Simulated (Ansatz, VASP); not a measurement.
# FeSi2 (Linzhiite) in two plane-wave programs

Wanted: the spread between two codes on one cell, functional and k mesh. The cell is taken from a series of runs on this material, whose earlier steps may have relaxed, scaled, displaced or heated it; both programs get it as it stands. Other levels of theory on this material are compared in a session of their own.

Calculated with Ansatz 0.2.0; plane waves, with VASP 6.6.1 beside it; relaxation of cell and atoms at LDA.

### 1. The starting structure

Symmetry: P4/mmm, No. 123, tetragonal system. Conventional cell: a = 2.659 Å, b = 2.659 Å, c = 5.067 Å, α = 90.00°, β = 90.00°, γ = 90.00°. Nearest to Si lie 1 Si at 2.32 Å and 4 Fe at 2.33 Å. Fe has 8 Si at 2.33 Å nearest. Farther neighbours are not listed.

Structure file:

```cif
data_structure
_symmetry_space_group_name_H-M 'P 1'
_symmetry_Int_Tables_number 1
_cell_length_a 2.6591
_cell_length_b 2.6591
_cell_length_c 5.0669
_cell_angle_alpha 90.000
_cell_angle_beta 90.000
_cell_angle_gamma 90.000
_cell_volume 35.83
loop_
_atom_site_label
_atom_site_type_symbol
_atom_site_fract_x
_atom_site_fract_y
_atom_site_fract_z
_atom_site_occupancy
Si1 Si 0.50000 0.50000 0.27140 1
Si2 Si 0.50000 0.50000 0.72860 1
Fe3 Fe 0.00000 0.00000 0.00000 1
```

### 2. VASP: relaxation of cell and atoms, LDA

The relaxed volume is the usual yardstick between codes: in a stiff, nearly cubic crystal its relative difference is about their pressure difference at one cell divided by the bulk modulus.

Lines of VASP's logs that name or quote its potential files are left out, and so is its time.

File INCAR:

```
SYSTEM = FeSi2
PREC = Accurate
ENCUT = 600
EDIFF = 1E-07
NELM = 120
ISMEAR = 1
SIGMA = 0.2
LREAL = .FALSE.
ALGO = Normal
GGA = CA
NBANDS = 14
LASPH = .TRUE.
LORBIT = 11
LWAVE = .FALSE.
LCHARG = .FALSE.
ISIF = 3
IBRION = 2
NSW = 80
EDIFFG = -0.005
GGA_COMPAT = .FALSE.
NELMIN = 4
KPAR = 2
```

File POSCAR:

```
FeSi2
1.0
    2.6591340000      0.0000000000      0.0000000000
    0.0000000000      2.6591340000      0.0000000000
    0.0000000000      0.0000000000      5.0669110000
Si Fe
2 1
Direct
    0.5000000000      0.5000000000      0.2713963202
    0.5000000000      0.5000000000      0.7286036798
    0.0000000000      0.0000000000      0.0000000000
```

File KPOINTS:

```
Automatic mesh
0
Gamma
16 16 8
0 0 0
```

Potentials, in the order of the species: Si and Fe (LDA family, release 64).

On the command line:

```sh
$ mpirun -np 2 vasp_std
```

Numbers of over 12 decimals in the logs are rounded to 6 here.

Log:

```text
[banner, memory and clock lines left out]
running    2 mpi-ranks, on    1 nodes
 distrk:  each k-point on    1 cores,    2 groups
 distr:  one band on    1 cores,    1 groups

 POSCAR found type information on POSCAR SiFe
 POSCAR found :  2 types and       3 ions
 LDA part: xc-table for (Slater(with rela. corr.)+CA(PZ))
 , standard interpolation
 POSCAR, INCAR and KPOINTS ok, starting setup
 FFT: planning ... GRIDC
 FFT: planning ... GRID_SOFT
 FFT: planning ... GRID
 WAVECAR not read
 entering main loop
       N       E                     dE             d eps       ncg     rms          rms(c)
DAV:   1     0.680968259267E+02    0.68097E+02   -0.78082E+03  6332   0.133E+03
DAV:   2    -0.200287710365E+02   -0.88126E+02   -0.78316E+02  6480   0.236E+02
DAV:   3    -0.243598153271E+02   -0.43310E+01   -0.41531E+01  8482   0.583E+01
DAV:   4    -0.244719054733E+02   -0.11209E+00   -0.11153E+00  7278   0.857E+00
DAV:   5    -0.244752957672E+02   -0.33903E-02   -0.33896E-02  8746   0.163E+00    0.173E+01
DAV:   6    -0.267662934650E+02   -0.22910E+01   -0.16452E+01  8240   0.103E+02    0.176E+01
DAV:   7    -0.230585468871E+02    0.37077E+01   -0.13480E+01  8580   0.917E+01    0.561E+00
DAV:   8    -0.228930390609E+02    0.16551E+00   -0.57859E-01  8978   0.989E+00    0.179E+00
DAV:   9    -0.228623245046E+02    0.30715E-01   -0.62370E-02  9034   0.545E+00    0.647E-01
DAV:  10    -0.228606116448E+02    0.17129E-02   -0.49316E-03  7646   0.572E-01    0.101E-01
DAV:  11    -0.228605905900E+02    0.21055E-04   -0.31228E-04  8202   0.186E-01    0.631E-02
DAV:  12    -0.228605828961E+02    0.76939E-05   -0.32354E-05  8132   0.683E-02    0.343E-02
DAV:  13    -0.228605815799E+02    0.13162E-05   -0.85360E-06  9278   0.422E-02    0.112E-02
DAV:  14    -0.228605810998E+02    0.48013E-06   -0.69741E-07  8864   0.109E-02    0.407E-03
DAV:  15    -0.228605811072E+02   -0.73683E-08   -0.18128E-07  6012   0.282E-03
   1 F= -.22860581E+02 E0= -.22860983E+02  d E =-.228606E+02
 curvature:   0.00 expect dE= 0.000E+00 dE for cont linesearch  0.000E+00
 trial: gam= 0.00000 g(F)=  0.126E-03 g(S)=  0.583E-03 ort = 0.000E+00 (trialstep = 0.100E+01)
 search vector abs. value=  0.708E-03
 bond charge predicted
       N       E                     dE             d eps       ncg     rms          rms(c)
DAV:   1    -0.228642494875E+02   -0.36684E-02   -0.52660E-02  6894   0.450E+00    0.632E-01
DAV:   2    -0.228744536611E+02   -0.10204E-01   -0.51702E-02  8530   0.637E+00    0.987E-01
DAV:   3    -0.228605789673E+02    0.13875E-01   -0.24762E-02  8532   0.447E+00    0.127E-01
DAV:   4    -0.228604523594E+02    0.12661E-03   -0.82452E-04  6974   0.260E-01    0.334E-02
DAV:   5    -0.228604401639E+02    0.12195E-04   -0.28926E-05 10014   0.116E-01    0.842E-03
DAV:   6    -0.228604395969E+02    0.56702E-06   -0.25065E-06  7210   0.155E-02    0.303E-03
DAV:   7    -0.228604396238E+02   -0.26919E-07   -0.18184E-07  6748   0.443E-03
   2 F= -.22860440E+02 E0= -.22860828E+02  d E =0.141483E-03
 trial-energy change:    0.000141  1 .order    0.000149   -0.000708    0.001007
 step:   0.4196(harm=  0.4130)  dis= 0.00073  next Energy=   -22.860730 (dE=-0.149E-03)
 bond charge predicted
       N       E                     dE             d eps       ncg     rms          rms(c)
DAV:   1    -0.228620071837E+02   -0.15676E-02   -0.17659E-02  6918   0.260E+00    0.367E-01
DAV:   2    -0.228653361995E+02   -0.33290E-02   -0.16928E-02  8458   0.364E+00    0.568E-01
DAV:   3    -0.228607856732E+02    0.45505E-02   -0.82737E-03  8494   0.262E+00    0.749E-02
DAV:   4    -0.228607356229E+02    0.50050E-04   -0.27760E-04  7682   0.167E-01    0.184E-02
DAV:   5    -0.228607322434E+02    0.33795E-05   -0.78264E-06 10096   0.540E-02    0.504E-03
DAV:   6    -0.228607320194E+02    0.22403E-06   -0.58534E-07  9006   0.835E-03    0.129E-03
DAV:   7    -0.228607320302E+02   -0.10781E-07   -0.44178E-08  4056   0.215E-03
   3 F= -.22860732E+02 E0= -.22861128E+02  d E =-.150923E-03
 curvature:  -0.21 expect dE=-0.562E-07 dE for cont linesearch -0.272E-08
 trial: gam= 0.00470 g(F)=  0.171E-06 g(S)=  0.102E-06 ort =-0.306E-05 (trialstep = 0.884E+00)
 search vector abs. value=  0.259E-06
 reached required accuracy - stopping structural energy minimisation
```

Parts of OUTCAR (step 2):

```text
ion  position               nearest neighbor table
   1  0.500  0.500  0.271-   2 2.32   3 2.33   3 2.33   3 2.33   3 2.33   2 2.75
   2  0.500  0.500  0.729-   1 2.32   3 2.33   3 2.33   3 2.33   3 2.33   1 2.75
   3  0.000  0.000  0.000-   1 2.33   2 2.33   1 2.33   2 2.33   1 2.33   2 2.33   1 2.33   2 2.33

  LATTYP: Found a simple tetragonal cell.
 ALAT       =     2.6591340000
 C/A-ratio  =     1.9054741130

 Subroutine GETGRP returns: Found 16 space group operations
 (whereof 16 operations were pure point group operations)

The static configuration has the point symmetry D_4h.

 Found    225 irreducible k-points:

   k-points           NKPTS =    225   k-points in BZ     NKDIM =    225   number of bands    NBANDS=     14

   dimension x,y,z NGX =    24 NGY =   24 NGZ =   40
   dimension x,y,z NGXF=    48 NGYF=   48 NGZF=   80

   ENCUT  =  600.0 eV  44.10 Ry    6.64 a.u.   5.31  5.31 10.12*2*pi/ulx,y,z

   NELECT =      16.0000    total number of electrons

 k-points in reciprocal lattice and weights: Automatic mesh
   0.00000000  0.00000000  0.00000000       0.000
   0.06250000  0.00000000  0.00000000       0.002
   0.12500000  0.00000000  0.00000000       0.002
   0.18750000  0.00000000  0.00000000       0.002
   0.25000000  0.00000000  0.00000000       0.002
   0.31250000  0.00000000  0.00000000       0.002
   0.37500000  0.00000000  0.00000000       0.002
   0.43750000  0.00000000  0.00000000       0.002
   0.50000000  0.00000000  0.00000000       0.001
[...]
0.50000000  0.43750000  0.50000000       0.002
   0.50000000  0.50000000  0.50000000       0.000

 average (electrostatic) potential at core
       1 -81.1223       2 -81.1223       3 -39.6458

 E-fermi :  10.3066

 k-point     1 :       0.0000    0.0000    0.0000
  band No.  band energies     occupation
    ...
      4       6.5741      2.00000
      5       8.5922      2.00000
      6       8.7478      2.00000
      7       8.7478      2.00000
      8       9.6739      2.00007
      9      14.9688      0.00000
     10      14.9688      0.00000
     11      16.9907      0.00000
     12      17.5337      0.00000
     13      18.4445      0.00000
    ...

 k-point     2 :       0.0625    0.0000    0.0000
  band No.  band energies     occupation
    ...
      4       6.5754      2.00000
      5       8.5892      2.00000
      6       8.6759      2.00000
      7       8.7632      2.00000
      8       9.5983      2.00001
      9      14.0755     -0.00000
     10      15.0829      0.00000
     11      17.0845      0.00000
     12      17.8445      0.00000
     13      17.9537      0.00000
    ...

 k-point     3 :       0.1250    0.0000    0.0000
  band No.  band energies     occupation
    ...
      4       6.5523      2.00000
      5       8.4716      2.00000
      6       8.5596      2.00000
      7       8.8073      2.00000
      8       9.3954      2.00000
      9      12.6183     -0.00000
     10      15.4054      0.00000
     11      16.6080      0.00000
     12      17.3874      0.00000
     13      18.0555      0.00000
    ...

  Total       -0.0013751     -0.0013751     -0.0015907      0.0000000      0.0000000      0.0000000
  in kB       -0.0613543     -0.0613543     -0.0709745      0.0000000      0.0000000      0.0000000
  external PRESSURE =      -0.0645610 kB  Pullay stress =       0.0000000 kB

  energy-cutoff  :      600.00
  volume of cell :       35.91
      direct lattice vectors                 reciprocal lattice vectors
     2.661051541  0.000000000 -0.000000000     0.375791293  0.000000000  0.000000000
     0.000000000  2.661051541  0.000000000     0.000000000  0.375791293  0.000000000
    -0.000000000  0.000000000  5.070869719     0.000000000  0.000000000  0.197204830

 POSITION                                       TOTAL-FORCE (eV/Angst)
 -----------------------------------------------------------------------------------
      1.33053      1.33053      1.37695        -0.000000     -0.000000      0.001330
      1.33053      1.33053      3.69392         0.000000      0.000000     -0.001330
     -0.00000      0.00000      0.00000        -0.000000      0.000000      0.000000
 -----------------------------------------------------------------------------------
    total drift:                                0.000000      0.000000      0.000000

  FREE ENERGIE OF THE ION-ELECTRON SYSTEM (eV)
  ---------------------------------------------------
  free  energy   TOTEN  =       -22.8607320302 eV

  energy  without entropy=      -22.8619205413  energy(sigma->0) =      -22.86112820

 reached required accuracy - stopping structural energy minimisation

 total charge
# of ion       s       p       d       tot
------------------------------------------
    1        0.741   0.921   0.000   1.662
    2        0.741   0.921   0.000   1.662
    3        0.478   0.725   6.759   7.961
--------------------------------------------------
tot          1.959   2.567   6.759  11.285

[... 3 further parts left out ...]
```

CONTCAR:

```
FeSi2
   1.00000000000000
     2.6610515407161528    0.0000000000000000   -0.0000000000000000
     0.0000000000000000    2.6610515407161528    0.0000000000000000
    -0.0000000000000000    0.0000000000000000    5.0708697191275141
  Si              Fe
     2     1
Direct
     0.5000000000000000    0.5000000000000000    0.2715408849148869
     0.5000000000000000    0.5000000000000000    0.7284591150851131
     0.0000000000000000    0.0000000000000000    0.0000000000000000
```

(Part 1 of 2 ends here.)

[Lines on the potential files, build, host, timing and source positions are cut from VASP's logs without a mark.]

[Logs are printed without paths, hosts, clocks, repeated set-up lines and the standing remarks that a program may print on its own settings, such as how far it seeks lower states.]

[Hosts, paths, dates, database ids (printed as entryN), source tags and the programs' standing remarks are cut or masked in the printed files.]
